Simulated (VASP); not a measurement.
## A VASP study of PIr2 (r2SCAN + rVV10): structure first, properties next

Wanted: the relaxed cell of PIr2 and its properties. The steps: relaxing cell and atoms (r2SCAN + rVV10), density, ELF and potential (r2SCAN + rVV10), band structure (r2SCAN + rVV10), total and projected DOS (r2SCAN + rVV10), volume scan with r2SCAN + rVV10, fit for r2SCAN + rVV10, electric field gradients (r2SCAN + rVV10) and zone-centre phonons (r2SCAN + rVV10). The start is a cell from a database of measured crystal structures.

Method: r2SCAN with rVV10; plane waves and PAW (P, Ir), in VASP 6.6.1.

The database entry behind the starting cell differs from later determinations by our own check (0.1 to 0.3 % short, probably kX units), so it need not match the best structure at ambient conditions.

## (1) The starting structure

Before any relaxation, the start is as follows. Symmetry: Fm-3m, No. 225, cubic system. Conventional cell: a = 5.535 Å, b = 5.535 Å, c = 5.535 Å, α = 90.00°, β = 90.00°, γ = 90.00°. Nearest to P lie 8 Ir at 2.40 Å. Nearest to Ir lie 4 P at 2.40 Å. Farther neighbours are not listed.

## (2) Relaxing cell and atoms (r2SCAN + rVV10)

Properties are meant for the cell that this level of theory prefers, so cell and atoms are relaxed first (ISIF = 3) until forces and stress are small; EDIFFG sets the threshold. r2SCAN adds the kinetic-energy density, costs more than a GGA and is run with LASPH. LUSE_VDW switches on a nonlocal correlation term for dispersion.

File INCAR:

```
SYSTEM = PIr2
PREC = Accurate
ENCUT = 400
EDIFF = 1E-06
NELM = 100
ISMEAR = 0
SIGMA = 0.05
LREAL = .FALSE.
ALGO = Normal
METAGGA = R2SCAN
LUSE_VDW = .TRUE.
IVDW_NL = 2
BPARAM = 11.95
CPARAM = 0.0093
LASPH = .TRUE.
NBANDS = 17
LORBIT = 11
LWAVE = .FALSE.
LCHARG = .FALSE.
KPAR = 2
IBRION = 2
NSW = 60
ISIF = 3
EDIFFG = -0.01
```

File POSCAR:

```
PIr2
1.0
    0.0000000000      2.7675000000      2.7675000000
    2.7675000000      0.0000000000      2.7675000000
    2.7675000000      2.7675000000      0.0000000000
P Ir
1 2
Direct
    0.0000000000      0.0000000000      0.0000000000
    0.2500000000      0.2500000000      0.2500000000
    0.7500000000      0.7500000000      0.7500000000
```

File KPOINTS:

```
Automatic mesh
0
Gamma
7 7 7
0 0 0
```

PAW data sets: P and Ir (PBE family, release 64).

Launch:

```
> mpirun -np 2 vasp_std
```

Output:

```text
[banner, memory and clock lines left out]
running    2 mpi-ranks, on    1 nodes
 distrk:  each k-point on    1 cores,    2 groups
 distr:  one band on    1 cores,    1 groups

 POSCAR found type information on POSCAR P Ir
 POSCAR found :  2 types and       3 ions
|                                                                             |
|               ----> ADVICE to this user running VASP <----                  |
|                                                                             |
|     You have switched on vdW-DFT.                                           |
|     This routine was written and supplied by Jiri Klimes. We recommend      |
|     that you carefully read and cite the following publications:            |
|       J. Klimes, D.R. Bowler, A. Michelides                                 |
|          J. Phys.: Cond Matt. 22 022201 (2010)                              |
|       J. Klimes, D.R. Bowler, A. Michelides                                 |
|          Phys. Rev. B. 83, 195131 (2011)                                    |
|     and references therein.                                                 |
|                                                                             |

|                                                                             |
|               ----> ADVICE to this user running VASP <----                  |
|                                                                             |
|     You enforced a specific xc type in the INCAR file but a different       |
|     [... a line on the potential file left out ...]
|     I HOPE YOU KNOW WHAT YOU ARE DOING!                                     |
|                                                                             |

 LDA part: xc-table for (None), standard interpolation
 POSCAR, INCAR and KPOINTS ok, starting setup
 FFT: planning ... GRIDC
 FFT: planning ... GRID_SOFT
 FFT: planning ... GRID
 WAVECAR not read
 entering main loop
       N       E                     dE             d eps       ncg     rms          rms(c)
Total rVV10 correction in eV:      0.3710798    30.3482851
Total rVV10 correction in eV:      0.3710798    30.3482851
DAV:   1     0.707374378203E+02    0.70737E+02   -0.91665E+03   680   0.105E+03
DAV:   2    -0.111899245931E+03   -0.18264E+03   -0.17433E+03   682   0.329E+02
DAV:   3    -0.120229137663E+03   -0.83299E+01   -0.82146E+01   894   0.725E+01
DAV:   4    -0.120352200935E+03   -0.12306E+00   -0.12289E+00   839   0.916E+00
DAV:   5    -0.120354946536E+03   -0.27456E-02   -0.27452E-02   932   0.127E+00    0.258E+01
Total rVV10 correction in eV:      0.3486078    30.3482852
Total rVV10 correction in eV:      0.3486078    30.3482852
DAV:   6    -0.114842511992E+03    0.55124E+01   -0.48906E+00   888   0.253E+01    0.981E+00
Total rVV10 correction in eV:      0.3484110    30.3482852
Total rVV10 correction in eV:      0.3484110    30.3482852
DAV:   7    -0.114798657796E+03    0.43854E-01   -0.21083E-01   842   0.494E+00    0.571E+00
Total rVV10 correction in eV:      0.3455153    30.3482852
Total rVV10 correction in eV:      0.3455153    30.3482852
DAV:   8    -0.114782291484E+03    0.16366E-01   -0.23166E-02   772   0.133E+00    0.518E-01
Total rVV10 correction in eV:      0.3452389    30.3482852
Total rVV10 correction in eV:      0.3452389    30.3482852
DAV:   9    -0.114781632267E+03    0.65922E-03   -0.29772E-03  1009   0.623E-01    0.306E-01
Total rVV10 correction in eV:      0.3451103    30.3482852
Total rVV10 correction in eV:      0.3451103    30.3482852
DAV:  10    -0.114781777628E+03   -0.14536E-03   -0.33027E-04   771   0.181E-01    0.105E-01
Total rVV10 correction in eV:      0.3451483    30.3482852
Total rVV10 correction in eV:      0.3451483    30.3482852
DAV:  11    -0.114781767804E+03    0.98239E-05   -0.10793E-05   972   0.290E-02    0.953E-03
Total rVV10 correction in eV:      0.3451703    30.3482852
Total rVV10 correction in eV:      0.3451703    30.3482852
DAV:  12    -0.114781764359E+03    0.34453E-05   -0.81812E-07   549   0.884E-03    0.623E-03
Total rVV10 correction in eV:      0.3451652    30.3482852
Total rVV10 correction in eV:      0.3451652    30.3482852
DAV:  13    -0.114781764725E+03   -0.36568E-06   -0.20819E-07   464   0.669E-03
Total rVV10 correction in eV:      0.3451634    30.3482852
Total rVV10 correction in eV:      0.3451634    30.3482852
Total rVV10 correction in eV:      0.3451650    30.3482852
Total rVV10 correction in eV:      0.3451650    30.3482852
   1 F= -.11478176E+03 E0= -.11478053E+03  d E =-.114782E+03
 curvature:   0.00 expect dE= 0.000E+00 dE for cont linesearch  0.000E+00
 trial: gam= 0.00000 g(F)=  0.750E-46 g(S)=  0.175E-01 ort = 0.000E+00 (trialstep = 0.100E+01)
 search vector abs. value=  0.175E-01
 bond charge predicted
       N       E                     dE             d eps       ncg     rms          rms(c)
Total rVV10 correction in eV:      0.3463398    30.3482852
Total rVV10 correction in eV:      0.3463398    30.3482852
DAV:   1    -0.114864617542E+03   -0.82853E-01   -0.31453E+00   694   0.223E+01    0.278E+00
Total rVV10 correction in eV:      0.3535995    30.3482855
Total rVV10 correction in eV:      0.3535995    30.3482855
DAV:   2    -0.114769624008E+03    0.94994E-01   -0.30155E-01   766   0.649E+00    0.872E-01
Total rVV10 correction in eV:      0.3549461    30.3482855
Total rVV10 correction in eV:      0.3549461    30.3482855
DAV:   3    -0.114766172767E+03    0.34512E-02   -0.10831E-02   723   0.803E-01    0.535E-01
Total rVV10 correction in eV:      0.3558740    30.3482855
Total rVV10 correction in eV:      0.3558740    30.3482855
DAV:   4    -0.114765017927E+03    0.11548E-02   -0.48830E-03   720   0.399E-01    0.172E-01
Total rVV10 correction in eV:      0.3556713    30.3482855
Total rVV10 correction in eV:      0.3556713    30.3482855
DAV:   5    -0.114764977666E+03    0.40260E-04   -0.61557E-04   877   0.227E-01    0.103E-01
Total rVV10 correction in eV:      0.3556488    30.3482855
Total rVV10 correction in eV:      0.3556488    30.3482855
DAV:   6    -0.114764978807E+03   -0.11403E-05   -0.13246E-04   909   0.117E-01    0.400E-02
Total rVV10 correction in eV:      0.3556310    30.3482855
Total rVV10 correction in eV:      0.3556310    30.3482855
DAV:   7    -0.114764977018E+03    0.17886E-05   -0.15023E-05   939   0.403E-02    0.977E-03
Total rVV10 correction in eV:      0.3556283    30.3482855
Total rVV10 correction in eV:      0.3556283    30.3482855
DAV:   8    -0.114764977970E+03   -0.95139E-06   -0.15985E-06   549   0.882E-03
Total rVV10 correction in eV:      0.3556293    30.3482855
Total rVV10 correction in eV:      0.3556293    30.3482855
Total rVV10 correction in eV:      0.3556314    30.3482855
Total rVV10 correction in eV:      0.3556314    30.3482855
   2 F= -.11476498E+03 E0= -.11476351E+03  d E =0.167868E-01
 trial-energy change:    0.016787  1 .order    0.016258   -0.017488    0.050004
 step:   0.2503(harm=  0.2591)  dis= 0.00000  next Energy=  -114.783945 (dE=-0.218E-02)
 bond charge predicted
       N       E                     dE             d eps       ncg     rms          rms(c)
Total rVV10 correction in eV:      0.3547556    30.3482855
Total rVV10 correction in eV:      0.3547556    30.3482855
DAV:   1    -0.114838437832E+03   -0.73461E-01   -0.17689E+00   695   0.168E+01    0.232E+00
Total rVV10 correction in eV:      0.3493434    30.3482853
Total rVV10 correction in eV:      0.3493434    30.3482853
DAV:   2    -0.114786686479E+03    0.51751E-01   -0.15553E-01   782   0.466E+00    0.561E-01
Total rVV10 correction in eV:      0.3482150    30.3482853
Total rVV10 correction in eV:      0.3482150    30.3482853
DAV:   3    -0.114784498368E+03    0.21881E-02   -0.63427E-03   777   0.646E-01    0.311E-01
Total rVV10 correction in eV:      0.3476401    30.3482853
Total rVV10 correction in eV:      0.3476401    30.3482853
DAV:   4    -0.114783886030E+03    0.61234E-03   -0.22148E-03   712   0.266E-01    0.119E-01
Total rVV10 correction in eV:      0.3477397    30.3482853
Total rVV10 correction in eV:      0.3477397    30.3482853
DAV:   5    -0.114783889969E+03   -0.39390E-05   -0.26128E-04   833   0.162E-01    0.706E-02
Total rVV10 correction in eV:      0.3477710    30.3482853
Total rVV10 correction in eV:      0.3477710    30.3482853
DAV:   6    -0.114783895370E+03   -0.54005E-05   -0.45096E-05   885   0.663E-02    0.285E-02
Total rVV10 correction in eV:      0.3477753    30.3482853
Total rVV10 correction in eV:      0.3477753    30.3482853
DAV:   7    -0.114783899203E+03   -0.38332E-05   -0.64171E-06   774   0.166E-02    0.107E-02
Total rVV10 correction in eV:      0.3477796    30.3482853
Total rVV10 correction in eV:      0.3477796    30.3482853
DAV:   8    -0.114783898710E+03    0.49355E-06   -0.40399E-07   396   0.614E-03
Total rVV10 correction in eV:      0.3477802    30.3482853
Total rVV10 correction in eV:      0.3477802    30.3482853
Total rVV10 correction in eV:      0.3477778    30.3482853
Total rVV10 correction in eV:      0.3477778    30.3482853
   3 F= -.11478390E+03 E0= -.11478260E+03  d E =-.213399E-02
 curvature:  -0.13 expect dE=-0.873E-07 dE for cont linesearch -0.873E-07
 trial: gam=-0.00617 g(F)=  0.208E-46 g(S)=  0.674E-06 ort = 0.109E-03 (trialstep = 0.850E+00)
 search vector abs. value=  0.126E-09
 reached required accuracy - stopping structural energy minimisation
```

Run time: 2.7 min. Hardware: 2 MPI ranks of AMD EPYC 7R43, shared host; peak memory 0.47 GiB; 5.2 min of CPU time.

Lines that name or quote the potential files are left out of all logs, and their timing lines are given in words.

OUTCAR, selected parts (step 2):

```text
ion  position               nearest neighbor table
   1  0.000  0.000  0.000-   3 2.40   3 2.40   3 2.40   2 2.40   3 2.40   2 2.40   2 2.40   2 2.40

  LATTYP: Found a face centered cubic cell.
 ALAT       =     5.5350000000

 Subroutine GETGRP returns: Found 48 space group operations
 (whereof 48 operations were pure point group operations)

The static configuration has the point symmetry O_h .

 Found     20 irreducible k-points:

   k-points           NKPTS =     20   k-points in BZ     NKDIM =     20   number of bands    NBANDS=     17

   dimension x,y,z NGX =    28 NGY =   28 NGZ =   28
   dimension x,y,z NGXF=    56 NGYF=   56 NGZF=   56

   ENCUT  =  400.0 eV  29.40 Ry    5.42 a.u.   6.38  6.38  6.38*2*pi/ulx,y,z

   NELECT =      23.0000    total number of electrons

 k-points in reciprocal lattice and weights: Automatic mesh
   0.00000000  0.00000000  0.00000000       0.003
   0.14285714  0.00000000  0.00000000       0.023
   0.28571429  0.00000000  0.00000000       0.023
   0.42857143  0.00000000  0.00000000       0.023
   0.14285714  0.14285714  0.00000000       0.017
   0.28571429  0.14285714  0.00000000       0.070
   0.42857143  0.14285714  0.00000000       0.070
  -0.42857143  0.14285714  0.00000000       0.070
  -0.28571429  0.14285714  0.00000000       0.070
[...]
-0.42857143  0.42857143  0.14285714       0.070
  -0.28571429  0.42857143  0.14285714       0.070

 average (electrostatic) potential at core
       1 -83.2384       2 -53.6745       3 -53.6745

 E-fermi :   9.5026

 k-point     1 :       0.0000    0.0000    0.0000
  band No.  band energies     occupation
    ...
      5       3.5901      2.00000
      6       3.5901      2.00000
      7       9.0446      2.00000
      8       9.0446      2.00000
      9       9.0446      2.00000
     10      10.5002      0.00000
     11      11.4096      0.00000
     12      11.4096      0.00000
     13      14.3281      0.00000
     14      14.3281      0.00000
    ...

 k-point     2 :       0.1429    0.0000    0.0000
  band No.  band energies     occupation
    ...
      5       3.8268      2.00000
      6       3.8268      2.00000
      7       8.5163      2.00000
      8       8.6928      2.00000
      9       8.6928      2.00000
     10      10.4465      0.00000
     11      10.4465      0.00000
     12      11.1152      0.00000
     13      12.4438      0.00000
     14      14.1684      0.00000
    ...

 k-point     3 :       0.2857    0.0000    0.0000
  band No.  band energies     occupation
    ...
      8       7.7751      2.00000
      9       7.7751      2.00000
     10       8.8621      2.00000
     11       8.8621      2.00000
     12       9.4653      1.70819
     13      12.6016      0.00000
     14      14.1891      0.00000
     15      14.1891      0.00000
     16      16.3234      0.00000
     17      17.5859      0.00000

  Total        0.0037367      0.0037367      0.0037367     -0.0000000      0.0000000      0.0000000
  in kB        0.1402011      0.1402011      0.1402011     -0.0000000      0.0000000      0.0000000
  external PRESSURE =       0.1402011 kB  Pullay stress =       0.0000000 kB

  energy-cutoff  :      400.00
  volume of cell :       42.70
      direct lattice vectors                 reciprocal lattice vectors
    -0.000000000  2.774206532  2.774206532    -0.180231715  0.180231715  0.180231715
     2.774206532 -0.000000000  2.774206532     0.180231715 -0.180231715  0.180231715
     2.774206532  2.774206532 -0.000000000     0.180231715  0.180231715 -0.180231715

 POSITION                                       TOTAL-FORCE (eV/Angst)
 -----------------------------------------------------------------------------------
      0.00000      0.00000      0.00000        -0.000000     -0.000000      0.000000
      1.38710      1.38710      1.38710         0.000000      0.000000     -0.000000
      4.16131      4.16131      4.16131        -0.000000     -0.000000      0.000000
 -----------------------------------------------------------------------------------
    total drift:                                0.000000      0.000000     -0.000000

  FREE ENERGIE OF THE ION-ELECTRON SYSTEM (eV)
  ---------------------------------------------------
  free  energy   TOTEN  =      -114.7838987096 eV

  energy  without entropy=     -114.7812963961  energy(sigma->0) =     -114.78259755

 reached required accuracy - stopping structural energy minimisation

 total charge
# of ion       s       p       d       tot
------------------------------------------
    1        0.941   1.396   0.000   2.337
    2        0.633   0.708   7.250   8.591
    3        0.633   0.708   7.250   8.591
--------------------------------------------------
tot          2.207   2.813  14.500  19.520

[... 3 further parts left out ...]
```

CONTCAR:

```
PIr2
   1.00000000000000
    -0.0000000000000000    2.7742065315799214    2.7742065315799214
     2.7742065315799214   -0.0000000000000000    2.7742065315799214
     2.7742065315799214    2.7742065315799214   -0.0000000000000000
  P               Ir
     1     2
Direct
     0.0000000000000000    0.0000000000000000    0.0000000000000000
     0.2500000000000000    0.2500000000000000    0.2500000000000000
     0.7500000000000000    0.7500000000000000    0.7500000000000000
```

This run has no spin polarisation. Its electron count is odd, so without a moment it is a metal by construction. The k-mesh is coarse for a metal. The PAW data sets were made with PBE, which is usual practice but a small mismatch for other functionals. The run keeps the 48 symmetry operations of its start, so it cannot find a distortion of lower symmetry.

Relaxation path:

```tsv
step	energy less that of the first step (eV)	largest force (eV/Å)	pressure (GPa)	volume (Å³)
1	0.0000	0.0000	2.28	42.39
2	0.0168	0.0000	-6.32	43.64
3	-0.0021	0.0000	0.01	42.70
```

```tsv
conventional cell, symmetrised	before	after	change
a (Å)	5.535	5.548	+0.2 %
b (Å)	5.535	5.548	+0.2 %
c (Å)	5.535	5.548	+0.2 %
volume (Å³/atom)	14.13	14.23	+0.7 %
```

The relaxed structure:

```
P Ir
1.0
     0.00000    2.77421    2.77421
     2.77421    0.00000    2.77421
     2.77421    2.77421    0.00000
P Ir
1 2
Direct
  0.00000 0.00000 0.00000
  0.25000 0.25000 0.25000
  0.75000 0.75000 0.75000
```

This step gave:

| Quantity | Value |
| --- | --- |
| electrons | 23 |
| bands | 17 |
| irreducible k-points | 20 |
| symmetry operations | 48 |
| free energy (TOTEN) | -114.7839 eV |
| energy at zero smearing | -114.7826 eV |
| Fermi energy | 9.503 eV |
| pressure | 0.01402 GPa |
| metallic | yes |
| SCF cycles over all ionic steps | 29 |

It ends with forces that vanish by symmetry and a pressure of 0.01 GPa. The volume lies +0.7 % from that of the database's start.

[end of part 1 of 7]

[Lines on the potential files, build, host, timing and source positions are cut from VASP's logs without a mark.]

[Logs are printed without paths, hosts, clocks, repeated set-up lines and the standing remarks that a program may print on its own settings, such as how far it seeks lower states.]

[Hosts, paths, dates, database ids (printed as entryN), source tags and the programs' standing remarks are cut or masked in the printed files.]

[A measured line is paired with the nearest computed mode of its activity, which favours agreement.]
